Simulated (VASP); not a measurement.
**Mg6FeBi: single point with RPBE**

Crystal: Mg6FeBi.

```
CELL_PARAMETERS angstrom
0.00000 3.16472 -5.46485
0.00000 3.16472 5.46485
5.00498 0.00000 0.00000
ATOMIC_POSITIONS crystal
Mg 0.83153 0.16847 0.50000
Mg 0.84959 0.67487 0.50000
Mg 0.32513 0.15041 0.50000
Mg 0.66604 0.33396 0.00000
Bi 0.32922 0.67078 0.50000
Fe 0.15258 0.84742 0.00000
Mg 0.68629 0.84040 0.00000
Mg 0.15960 0.31372 0.00000
```

The cell comes from a database or a generator and needn't be the stable form of this composition.

```
Program             : VASP 6.6.1
Task                : single point
Functional          : RPBE
Potentials or basis : VASP PAW PBE potentials, release 64 (Mg_pv, Bi_d, Fe_pv)
Cutoff              : 520 eV
k mesh              : 5 × 5 × 6
Occupations         : gaussian, width 0.02 eV
Spin                : collinear spin, ferromagnetic start
Starting moments    : [0.0, 0.0, 0.0, 0.0, 0.0, 3.0, 0.0, 0.0] μB
```

```yaml
Pressure: 1.7 GPa
Largest_force: 0.116 eV/Å
Band_gap_on_the_k_mesh: none (metal or under the smearing width)
Net_moment: 2.60 μB per cell
Site_moments: Mg +0.01, -0.01; Bi -0.00; Fe +2.71 μB
Valence_electrons_inside_the_program's_atomic_spheres: Mg 6.30, 6.29; Bi 12.93; Fe 12.47
```

Forces on the atoms (eV/Å):
```
Mg   0.000  0.000  0.007
Mg   0.000 -0.097  0.003
Mg   0.000  0.097  0.003
Mg   0.000  0.000 -0.029
Bi   0.000  0.000 -0.116
Fe   0.000  0.000  0.101
Mg   0.000  0.008  0.015
Mg   0.000 -0.008  0.015
```

Stress tensor (GPa, compression positive):
```
1.02 0.00 0.00
0.00 2.14 0.00
0.00 0.00 1.80
```

Levels at points of the mesh, in eV from the Fermi level:
Spin up:
| k point | band 36 | band 37 | band 38 | band 39 | band 40 | band 41 | band 42 | band 43 | band 44 | band 45 |
| --- | --- | --- | --- | --- | --- | --- | --- | --- | --- | --- |
| (0.00, 0.00, 0.00) | -2.10 | -2.06 | -1.78 | -1.64 | -0.63 | 1.38 | 2.21 | 2.70 | 2.78 | 2.91 |
| (0.00, 0.00, 0.50) | -2.23 | -1.87 | -1.10 | -1.00 | -0.78 | -0.39 | -0.37 | 0.21 | 0.24 | 0.28 |
Spin down:
```csv
k point,band 33,band 34,band 35,band 36,band 37,band 38,band 39,band 40,band 41,band 42
"(0.00, 0.00, 0.00)",-2.26,-2.18,-1.25,-0.51,-0.30,0.23,0.45,0.84,1.79,2.31
"(0.00, 0.00, 0.50)",-1.31,-1.28,-1.27,-1.16,-0.91,-0.68,-0.48,-0.39,0.57,0.98
```

Wall time 8.9 min on 1 thread of Intel(R) Xeon(R) Platinum 8488C (Sapphire Rapids) (shared host), peak memory 0.67 GiB.

Caveat: the PAW data sets were made with another functional, which shifts forces and pressure a little; spin-orbit coupling is left out, which moves the levels of the heavy elements.
